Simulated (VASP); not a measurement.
Here is the system:

```yaml
crystal:
  lattice:
    - [4.39718, 0.00000, 0.00000]
    - [0.00000, 4.39718, 0.00000]
    - [0.00000, 0.00000, 2.85113]
  atoms:
    - { symbol: Mn, position: [0.00000, 0.00000, 0.00000], spin: 2.4 }
    - { symbol: Mn, position: [0.50000, 0.50000, 0.50000], spin: -2.4 }
    - { symbol: O, position: [0.30350, 0.30350, 0.00000] }
    - { symbol: O, position: [0.80350, 0.19650, 0.50000] }
    - { symbol: O, position: [0.19650, 0.80350, 0.50000] }
    - { symbol: O, position: [0.69650, 0.69650, 0.00000] }
```

The numbers are results of optB86b-vdW, VASP's PBE PAW potentials (set 64) (plane waves; VASP), not measurements. Settings: 520 eV cut-off, Gaussian smearing of 0.050 eV, potentials Mn_pv O.

### Question
What does the run give for the cell moment, band gap (along the path) with the smallest direct gap where there is one?

### Answer

```json
{
 "band gap (along the path)": "none (metal, semimetal or under 0.01 eV)",
 "cell_moment": "0.00 μB"
}
```

The absolute energy has meaning only against runs of the same code, potentials and settings.

The compound is MnO2 in the rutile structure. It was relaxed first.
